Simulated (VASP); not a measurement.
Method: PBEsol GGA, VASP's PBE PAW potentials (set 64) (plane waves; VASP).

VASP input:

KPOINTS:
```
Regular mesh
0
gamma
  7 7 2
```

### POSCAR
```
BeMg3Te4
1
   -0.0000000000     3.0973693924     3.0973693924
    3.0973693924    -0.0000000000     3.0973693924
   12.5870533570    12.5870533570    -0.1975757873
Mg Te Be
3 4 1
Direct
  0.0188995091   0.0188995091   0.9858253682
  0.0026435256   0.0026435256   0.2480173557
  0.9865297514   0.9865297514   0.5101026865
  0.2545803818   0.2545803818   0.0590647138
  0.2387045677   0.2387045677   0.3209715742
  0.2231423507   0.2231423507   0.5826432369
  0.2730330995   0.2730330995   0.7952251754
  0.0024668143   0.0024668143   0.7481498893
```

INCAR:
```
! general
SYSTEM  = BeMg3Te4
PREC    = Accurate
ENCUT   = 400
LREAL   = .FALSE.
LASPH   = .TRUE.

! electronic loop
EDIFF   = 1E-7
NELM    = 100
ALGO    = Normal
LMAXMIX = 4

! smearing
ISMEAR  = -5

! functional
GGA     = PS

! ions
ISIF    = 2

! output
LWAVE   = .FALSE.
LCHARG  = .TRUE.
LORBIT  = 11
NEDOS   = 601

! other
LEFG    = .TRUE.
```

POTCAR, in this order: Mg Te Be (PBE.64 set). Program: vasp_std.

Output of the run:

### OSZICAR
```
       N       E                     dE             d eps       ncg     rms          rms(c)
DAV:   1     0.115422206143E+03    0.11542E+03   -0.95769E+03  1344   0.955E+02
DAV:   2    -0.188801162675E+02   -0.13430E+03   -0.12865E+03  1893   0.150E+02
DAV:   3    -0.288268266432E+02   -0.99467E+01   -0.99048E+01  1654   0.470E+01
DAV:   4    -0.290800387229E+02   -0.25321E+00   -0.25298E+00  1808   0.899E+00
DAV:   5    -0.290855723972E+02   -0.55337E-02   -0.55330E-02  1699   0.135E+00    0.591E+00
DAV:   6    -0.285035043189E+02    0.58207E+00   -0.88217E-01  1584   0.351E+00    0.396E+00
DAV:   7    -0.283882727624E+02    0.11523E+00   -0.76058E-01  1579   0.337E+00    0.133E+00
DAV:   8    -0.283843795636E+02    0.38932E-02   -0.51693E-02  1524   0.108E+00    0.507E-01
DAV:   9    -0.283847296996E+02   -0.35014E-03   -0.32420E-03  1649   0.288E-01    0.143E-01
DAV:  10    -0.283848026622E+02   -0.72963E-04   -0.71064E-04  1544   0.110E-01    0.496E-02
DAV:  11    -0.283848372624E+02   -0.34600E-04   -0.56637E-05  1634   0.441E-02    0.260E-02
DAV:  12    -0.283848638230E+02   -0.26561E-04   -0.38614E-05  1647   0.335E-02    0.754E-03
DAV:  13    -0.283848666296E+02   -0.28066E-05   -0.63846E-06  1644   0.152E-02    0.634E-03
DAV:  14    -0.283848668889E+02   -0.25926E-06   -0.11773E-06  1612   0.497E-03    0.373E-03
DAV:  15    -0.283848670694E+02   -0.18053E-06   -0.29639E-07  1467   0.330E-03    0.156E-03
DAV:  16    -0.283848670821E+02   -0.12644E-07   -0.10025E-07  1047   0.191E-03
   1 F= -.28384867E+02 E0= -.28384867E+02  d E =0.000000E+00
```

**OUTCAR**
```
------------------------ aborting loop because EDIFF is reached ----------------------------------------
  FORCE on cell =-STRESS in cart. coord.  units (eV):
  Direction    XX          YY          ZZ          XY          YZ          ZX
  --------------------------------------------------------------------------------------
  Total        0.0013293      0.0013293      0.0013293      0.0205926     -0.0205926     -0.0205926
  in kB        0.0087498      0.0087498      0.0087498      0.1355458     -0.1355458     -0.1355458
  external PRESSURE =       0.0087498 kB  Pullay stress =       0.0000000 kB
  volume of cell :      243.41
      direct lattice vectors                 reciprocal lattice vectors
     0.000000000  3.097369392  3.097369392    -0.160170231  0.162684383  0.160170231
     3.097369392  0.000000000  3.097369392     0.162684383 -0.160170231  0.160170231
    12.587053357 12.587053357 -0.197575787     0.039414020  0.039414020 -0.039414020
 POSITION                                       TOTAL-FORCE (eV/Angst)
 -----------------------------------------------------------------------------------
     12.46718     12.46718     -0.07770        -0.004680     -0.004680      0.004680
      3.13000      3.13000     -0.03263        -0.001292     -0.001292      0.001292
      9.47634      9.47634      6.01051        -0.000993     -0.000993      0.000993
      1.53198      1.53198      1.56539        -0.004620     -0.004620      0.004620
      4.77944      4.77944      1.41530         0.006395      0.006395     -0.006395
      8.02492      8.02492      1.26719        -0.000228     -0.000228      0.000228
     10.85523     10.85523      1.53425        -0.002013     -0.002013      0.002013
      9.42464      9.42464     -0.13254         0.007431      0.007431     -0.007431
 -----------------------------------------------------------------------------------
    total drift:                                0.000147      0.000147     -0.000148
  FREE ENERGIE OF THE ION-ELECTRON SYSTEM (eV)
  ---------------------------------------------------
  free  energy   TOTEN  =       -28.3848670821 eV

  energy  without entropy=      -28.3848670821  energy(sigma->0) =      -28.38486708

 total charge

# of ion       s       p       d       tot
------------------------------------------
    1        0.179   0.138   0.026   0.343
    2        0.177   0.138   0.026   0.341
    3        0.179   0.140   0.026   0.344
    4        1.339   2.169   0.011   3.519
    5        1.339   2.169   0.011   3.519
    6        1.338   2.169   0.017   3.524
    7        1.341   2.064   0.017   3.421
    8        0.340   0.448   0.000   0.788
--------------------------------------------------
tot          6.231   9.435   0.135  15.800

 Electric field gradients after diagonalization (V/A^2)
 (convention: |V_zz| > |V_xx| > |V_yy|)
----------------------------------------------------------------------
 ion       V_xx      V_yy      V_zz     asymmetry (V_yy - V_xx)/ V_zz
----------------------------------------------------------------------
   1       1.047     1.047    -2.094       0.000
   2       0.397     0.397    -0.794       0.000
   3       0.065     0.065    -0.131       0.000
   4     -33.414   -33.414    66.828       0.000
   5     -32.406   -32.406    64.812       0.000
   6     -52.269   -52.268   104.537       0.000
   7      84.045    84.044  -168.089       0.000
   8       0.722     0.722    -1.445       0.000
```
(Selected blocks of OUTCAR.)

The structure was generated: BeMg3Te4 was put into an ordered model structure (R3m), which need not be its known phase. It was relaxed first.
